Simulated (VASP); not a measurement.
# AlB2Sb3 (Cmc2_1) in VASP: notebook

One crystal, AlB2Sb3, is run at these levels: PBE; tasks: band structure.

All numbers are computed with VASP 6.6.1; they aren't measurements. Logs are shortened: lines on timing, memory, paths and dates and some standing lists are left out, and cuts for length are marked.

**1. The structure**

The structure is orthorhombic, space group Cmc2_1 (No. 36). Conventional cell: a = 11.854 Å, b = 6.837 Å, c = 6.461 Å, α = 90.00°, β = 90.00°, γ = 90.00°. Al (site symmetry m) has 4 Sb at 2.66 to 2.67 Å as nearest neighbours. Around B (site symmetry 1) lie 4 Sb at 2.31 to 2.33 Å. Around Sb (site symmetry 1) lie 3 B at 2.31 to 2.33 Å. Around Sb (site symmetry m) lie 2 B at 2.31 Å.

The cell was built by a generator and needn't be a form met in nature.

**2. Band structure, PBE**

Input file POSCAR:

```
AlB2Sb3
1.0
    5.9268200000     -3.4186700000      0.0000000000
    5.9268200000      3.4186700000      0.0000000000
    0.0000000000      0.0000000000      6.4607900000
Al B Sb
2 4 6
Direct
    0.8338540000      0.1661460000      0.9995020000
    0.1661460000      0.8338540000      0.4995020000
    0.5185940000      0.8268710000      0.9992550000
    0.1731290000      0.4814060000      0.9992550000
    0.4814060000      0.1731290000      0.4992550000
    0.8268710000      0.5185940000      0.4992550000
    0.4697150000      0.1589890000      0.8597360000
    0.8410110000      0.5302850000      0.8597360000
    0.2149290000      0.7850710000      0.9078050000
    0.5302850000      0.8410110000      0.3597360000
    0.1589890000      0.4697150000      0.3597360000
    0.7850710000      0.2149290000      0.4078050000
```

Input file INCAR.step1:

```
  PREC = Accurate
  ENCUT = 520
  EDIFF = 1E-6
  ISMEAR = 0
  SIGMA = 0.1
  LREAL = False
  LASPH = True
  NELM = 60
  ALGO = Normal
  ISIF = 2
  LWAVE = False
  LCHARG = True
  GGA = PE
  KPAR = 4
```

Input file KPOINTS.step1:

```
regular mesh
0
Gamma
  6 6 6
```

Input file INCAR.step2:

```
  PREC = Accurate
  ENCUT = 520
  EDIFF = 1E-6
  ISMEAR = 0
  SIGMA = 0.05
  LREAL = False
  LASPH = True
  NELM = 60
  ALGO = Normal
  ISIF = 2
  LWAVE = False
  LCHARG = False
  GGA = PE
  KPAR = 4
  ICHARG = 11
```

Input file KPOINTS.step2:

```
path GXSRAZGYX1A1TY,ZT
20
line-mode
reciprocal
 0.0000000000  0.0000000000  0.0000000000  G
 0.3331784638 -0.3331784638  0.0000000000  X

 0.3331784638 -0.3331784638  0.0000000000  X
 0.0000000000 -0.5000000000  0.0000000000  S

 0.0000000000 -0.5000000000  0.0000000000  S
 0.0000000000 -0.5000000000 -0.5000000000  R

 0.0000000000 -0.5000000000 -0.5000000000  R
 0.3331784638 -0.3331784638 -0.5000000000  A

 0.3331784638 -0.3331784638 -0.5000000000  A
 0.0000000000  0.0000000000 -0.5000000000  Z

 0.0000000000  0.0000000000 -0.5000000000  Z
 0.0000000000  0.0000000000  0.0000000000  G

 0.0000000000  0.0000000000  0.0000000000  G
-0.5000000000 -0.5000000000  0.0000000000  Y

-0.5000000000 -0.5000000000  0.0000000000  Y
-0.3331784638 -0.6668215362  0.0000000000  X1

-0.3331784638 -0.6668215362  0.0000000000  X1
-0.3331784638 -0.6668215362 -0.5000000000  A1

-0.3331784638 -0.6668215362 -0.5000000000  A1
-0.5000000000 -0.5000000000 -0.5000000000  T

-0.5000000000 -0.5000000000 -0.5000000000  T
-0.5000000000 -0.5000000000  0.0000000000  Y

 0.0000000000  0.0000000000 -0.5000000000  Z
-0.5000000000 -0.5000000000 -0.5000000000  T
```

Potentials or basis: VASP PAW PBE potentials, release 64 (Al, B, Sb).

Command:

```sh
$ cat potpaw_PBE.64/Al/POTCAR potpaw_PBE.64/B/POTCAR potpaw_PBE.64/Sb/POTCAR > POTCAR
$ cp INCAR.step1 INCAR
$ cp KPOINTS.step1 KPOINTS
$ mpirun -np 4 vasp_std > vasp.out
$ cp INCAR.step2 INCAR
$ cp KPOINTS.step2 KPOINTS
$ mpirun -np 4 vasp_std > vasp.out
```

OUTCAR:

```text
PREC = Accurate
   ENCUT = 520
   EDIFF = 1E-6
   ISMEAR = 0
   LREAL = False
   LASPH = True
   NELM = 60
   ISIF = 2
   GGA = PE
   ICHARG = 11

 ion  position               nearest neighbor table
   1  0.834  0.166  1.000-  12 2.66   9 2.67   7 2.67   8 2.67
   2  0.166  0.834  0.500-   9 2.66  12 2.67  11 2.67  10 2.67
   3  0.519  0.827  0.999-   8 2.31   7 2.31   9 2.31  10 2.33
   4  0.173  0.481  0.999-   7 2.31   8 2.31   9 2.31  11 2.33
   5  0.481  0.173  0.499-  11 2.31  10 2.31  12 2.31   7 2.33
   6  0.827  0.519  0.499-  10 2.31  11 2.31  12 2.31   8 2.33
   7  0.470  0.159  0.860-   4 2.31   3 2.31   5 2.33   1 2.67   9 3.74   8 3.74   8 3.74   9 3.76
                            12 3.76
   8  0.841  0.530  0.860-   3 2.31   4 2.31   6 2.33   1 2.67   9 3.74   7 3.74   7 3.74   9 3.76
                            12 3.76
   9  0.215  0.785  0.908-   3 2.31   4 2.31   2 2.66   1 2.67   8 3.74   7 3.74   8 3.76   7 3.76
                            11 3.76  10 3.76
  10  0.530  0.841  0.360-   6 2.31   5 2.31   3 2.33   2 2.67  12 3.74  11 3.74  11 3.74  12 3.76
                             9 3.76
  11  0.159  0.470  0.360-   5 2.31   6 2.31   4 2.33   2 2.67  12 3.74  10 3.74  10 3.74  12 3.76
                             9 3.76
  12  0.785  0.215  0.408-   5 2.31   6 2.31   1 2.66   2 2.67  10 3.74  11 3.74  11 3.76  10 3.76
                             8 3.76   7 3.76

  LATTYP: Found a base centered orthorhombic cell.
 ALAT       =     6.8373400000
 B/A-ratio  =     1.7336625062
 C/A-ratio  =     0.9449274133

  Lattice vectors:

 A1 = (  -5.9268200000,  -3.4186700000,   0.0000000000)
 A2 = (   5.9268200000,  -3.4186700000,   0.0000000000)
 A3 = (   0.0000000000,   0.0000000000,   6.4607900000)

Analysis of symmetry for initial positions (statically):
=====================================================================
 Subroutine PRICEL returns:
 Original cell was already a primitive cell.

 Routine SETGRP: Setting up the symmetry group for a
 base centered orthorhombic supercell.

 Subroutine GETGRP returns: Found  4 space group operations
 (whereof  2 operations were pure point group operations)
 out of a pool of  8 trial point group operations.

The static configuration has the point symmetry C_1h.
 The point group associated with its full space group is C_2v.

Analysis of symmetry for dynamics (positions and initial velocities):
=====================================================================
 Subroutine PRICEL returns:
[... 139 lines left out ...]
   EMIN   =  10.00;   EMAX   =-10.00  energy-range for DOS
   EFERMI =   0.00;   METHOD = LEGACY
   ISMEAR =     0;   SIGMA  =   0.05  broadening in eV -4-tet -1-fermi 0-gaus
   EFERMI_NEDOS =   21; number of points for ismear=-14 and -15
   IALGO  =     38    algorithm
   IMIX   =      4    mixing-type and parameters
     AMIX     =   0.40;   BMIX     =  1.00
     AMIX_MAG =   1.60;   BMIX_MAG =  1.00
  volume/ion in A,a.u.               =      21.82       147.23
  Fermi-wavevector in a.u.,A,eV,Ry     =   0.930016  1.757475 11.768083  0.864930
  Thomas-Fermi vector in A             =   2.056360
   LORBIT       =      0    0 simple, 1 ext, 2 COOP (PROOUT), +10 PAW based schemes
   GGA     = PE    functional components
   LHFCALC =     F    Hartree Fock is set to
   AEXX    =    0.0000 exact exchange contribution
   IVDW    =     0    specifies the selected vdW correction
   LEPSILON=     F    determine dielectric tensor
   LRPA    =     F    only Hartree local field effects (RPA)
 non-spin polarized calculation
 Gauss-broadening in eV      SIGMA  =   0.05
  energy-cutoff  :      520.00
  volume of cell :      261.82
 maximum number of plane-waves:      7091
 NGX is ok and might be reduce to    54

 number of electron      47.9999999 magnetization

 Free energy of the ion-electron system (eV)
  ---------------------------------------------------
  ext. energy  EPLUGINS =         0.00000000
  ---------------------------------------------------
  free energy    TOTEN  =       -55.18846115 eV

  energy without entropy =      -55.18846115  energy(sigma->0) =      -55.18846115

 E-fermi :   6.8118     XC(G=0):  -9.4782

 val. band max:        6.5560678497   @ k =   0.0000   0.0000   0.0000
 cond. band min:       7.1509290978   @ k =  -0.5000  -0.5000   0.0000
 fundamental gap:      0.5948612481
 Fermi energy:         6.8117818590

 k-point     1 :       0.0000    0.0000    0.0000
  band No.  band energies     occupation
      1      -6.1787      2.00000
      2      -4.1346      2.00000
      3      -3.4994      2.00000
      4      -3.4379      2.00000
      5      -3.1460      2.00000
      6      -3.0492      2.00000
[... 805 lines left out ...]
     30       9.1546      0.00000
     31       9.3843      0.00000

 [... further k-points ...]

------------------------ aborting loop because EDIFF is reached ----------------------------------------

  FORCE on cell =-STRESS in cart. coord.  units (eV):
  Direction    XX          YY          ZZ          XY          YZ          ZX
  --------------------------------------------------------------------------------------
  -------------------------------------------------------------------------------------
  Total        3.9475376     -1.2153340     -0.4073195      0.0000000      0.0000000      0.0000000
  in kB       24.1569621     -7.4372382     -2.4925925      0.0000000      0.0000000      0.0000000
  external PRESSURE =       4.7423771 kB  Pullay stress =       0.0000000 kB

 VOLUME and BASIS-vectors are now :
 -----------------------------------------------------------------------------
  energy-cutoff  :      520.00
  volume of cell :      261.82
      direct lattice vectors                 reciprocal lattice vectors
     5.926820000 -3.418670000  0.000000000     0.084362272 -0.146255708  0.000000000
     5.926820000  3.418670000  0.000000000     0.084362272  0.146255708  0.000000000
     0.000000000  0.000000000  6.460790000     0.000000000  0.000000000  0.154779833

 POSITION                                       TOTAL-FORCE (eV/Angst)
 -----------------------------------------------------------------------------------
      5.92682     -2.28267      6.45757         0.000000     -0.021883      0.017272
      5.92682      2.28267      3.22718         0.000000      0.021883      0.017272
      7.97433      1.05390      6.45598        -0.136952     -0.084383     -0.043554
      3.87931      1.05390      6.45598         0.136952     -0.084383     -0.043554
      3.87931     -1.05390      3.22558         0.136952      0.084383     -0.043554
      7.97433     -1.05390      3.22558        -0.136952      0.084383     -0.043554
      3.72622     -1.06227      5.55457         0.104063      0.072128      0.017517
      8.12742     -1.06227      5.55457        -0.104063      0.072128      0.017517
      5.92682      1.94913      5.86514         0.000000     -0.023318      0.034803
      8.12742      1.06227      2.32418        -0.104063     -0.072128      0.017517
      3.72622      1.06227      2.32418         0.104063     -0.072128      0.017517
      5.92682     -1.94913      2.63474         0.000000      0.023318      0.034803
 -----------------------------------------------------------------------------------
    total drift:                                0.000000     -0.000000      0.042382

  FREE ENERGIE OF THE ION-ELECTRON SYSTEM (eV)
  ---------------------------------------------------
  free  energy   TOTEN  =       -55.1884611474 eV

  energy  without entropy=      -55.1884611474  energy(sigma->0) =      -55.18846115
```

OUTCAR.step1:

```text
PREC = Accurate
   ENCUT = 520
   EDIFF = 1E-6
   ISMEAR = 0
   LREAL = False
[... 1088 lines left out ...]
      5.92682      1.94913      5.86514         0.000000     -0.003171     -0.005638
      8.12742      1.06227      2.32418        -0.000547      0.000109      0.003096
      3.72622      1.06227      2.32418         0.000547      0.000109      0.003096
      5.92682     -1.94913      2.63474         0.000000      0.003171     -0.005638
 -----------------------------------------------------------------------------------
    total drift:                                0.000000     -0.000000      0.003155

  FREE ENERGIE OF THE ION-ELECTRON SYSTEM (eV)
  ---------------------------------------------------
  free  energy   TOTEN  =       -55.6639845397 eV

  energy  without entropy=      -55.6639844571  energy(sigma->0) =      -55.66398450
```

OSZICAR.step1:

```text
N       E                     dE             d eps       ncg     rms          rms(c)
DAV:   1     0.220162468435E+03    0.22016E+03   -0.16811E+04  3224   0.125E+03
DAV:   2    -0.372360501063E+02   -0.25740E+03   -0.24561E+03  3916   0.199E+02
DAV:   3    -0.581115198770E+02   -0.20875E+02   -0.20552E+02  4094   0.620E+01
DAV:   4    -0.586267577359E+02   -0.51524E+00   -0.51177E+00  3953   0.101E+01
DAV:   5    -0.586451721333E+02   -0.18414E-01   -0.18397E-01  4382   0.188E+00    0.117E+01
DAV:   6    -0.557246748489E+02    0.29205E+01   -0.10221E+01  3756   0.121E+01    0.638E+00
DAV:   7    -0.556965066713E+02    0.28168E-01   -0.16597E+00  4185   0.513E+00    0.267E+00
DAV:   8    -0.556612594697E+02    0.35247E-01   -0.11791E-01  4058   0.167E+00    0.895E-01
DAV:   9    -0.556629820212E+02   -0.17226E-02   -0.17965E-02  3938   0.633E-01    0.147E-01
DAV:  10    -0.556637298782E+02   -0.74786E-03   -0.39234E-03  4293   0.246E-01    0.792E-02
DAV:  11    -0.556639578285E+02   -0.22795E-03   -0.96688E-04  4175   0.132E-01    0.265E-02
DAV:  12    -0.556639752209E+02   -0.17392E-04   -0.67950E-05  3931   0.403E-02    0.157E-02
DAV:  13    -0.556639846245E+02   -0.94036E-05   -0.29444E-05  3901   0.239E-02    0.715E-03
DAV:  14    -0.556639845397E+02    0.84795E-07   -0.48596E-06  3882   0.973E-03
   1 F= -.55663985E+02 E0= -.55663984E+02  d E =-.825686E-07
```

Wall time 13 min (4 MPI ranks of Intel Xeon Platinum 8375C at 2.90GHz (Ice Lake), shared host); peak memory 1.5 GiB.

Results:

| Quantity | Value |
| --- | --- |
| Band gap on the k mesh | 0.59 eV, indirect (least direct gap 0.76 eV) |
| Band gap along the path | 0.59 eV, indirect (least direct gap 0.77 eV) |

Levels at the corners of the path, in eV from the valence-band top:
```
point  band 21  band 22  band 23  band 24  band 25  band 26  band 27  band 28
    Γ    -1.52    -0.25    -0.07     0.00     0.77     1.21     1.30     1.81
    X    -1.94    -1.37    -1.14    -1.08     0.75     0.85     1.08     2.32
    X    -1.94    -1.37    -1.14    -1.08     0.75     0.85     1.08     2.32
    S    -1.65    -1.64    -1.39    -1.18     0.65     2.05     2.18     2.24
    S    -1.65    -1.64    -1.39    -1.18     0.65     2.05     2.18     2.24
    R    -2.04    -2.04    -1.70    -1.70     0.94     0.94     1.87     1.87
    R    -2.04    -2.04    -1.70    -1.70     0.94     0.94     1.87     1.87
    A    -1.90    -1.90    -1.82    -1.82     0.91     0.91     1.27     1.27
    A    -1.90    -1.90    -1.82    -1.82     0.91     0.91     1.27     1.27
    Z    -0.95    -0.95    -0.91    -0.91     1.38     1.38     1.48     1.48
    Z    -0.95    -0.95    -0.91    -0.91     1.38     1.38     1.48     1.48
    Γ    -1.52    -0.25    -0.07     0.00     0.77     1.21     1.30     1.81
    Γ    -1.52    -0.25    -0.07     0.00     0.77     1.21     1.30     1.81
    Y    -1.74    -1.61    -1.38    -1.05     0.59     1.93     2.12     2.35
    Y    -1.74    -1.61    -1.38    -1.05     0.59     1.93     2.12     2.35
   X1    -1.94    -1.37    -1.14    -1.08     0.75     0.85     1.08     2.32
   X1    -1.94    -1.37    -1.14    -1.08     0.75     0.85     1.08     2.32
   A1    -1.90    -1.90    -1.82    -1.82     0.91     0.91     1.27     1.27
   A1    -1.90    -1.90    -1.82    -1.82     0.91     0.91     1.27     1.27
    T    -1.98    -1.98    -1.95    -1.95     1.00     1.00     1.81     1.81
    T    -1.98    -1.98    -1.95    -1.95     1.00     1.00     1.81     1.81
    Y    -1.74    -1.61    -1.38    -1.05     0.59     1.93     2.12     2.35
    Z    -0.95    -0.95    -0.91    -0.91     1.38     1.38     1.48     1.48
    T    -1.98    -1.98    -1.95    -1.95     1.00     1.00     1.81     1.81
```

Caveat: the log is that of the step along the path at fixed density, whose energy, stress, charges and moments have no meaning; spin-orbit coupling is left out, which moves the levels of the heavy elements.

(Continued in part 2 of 2.)
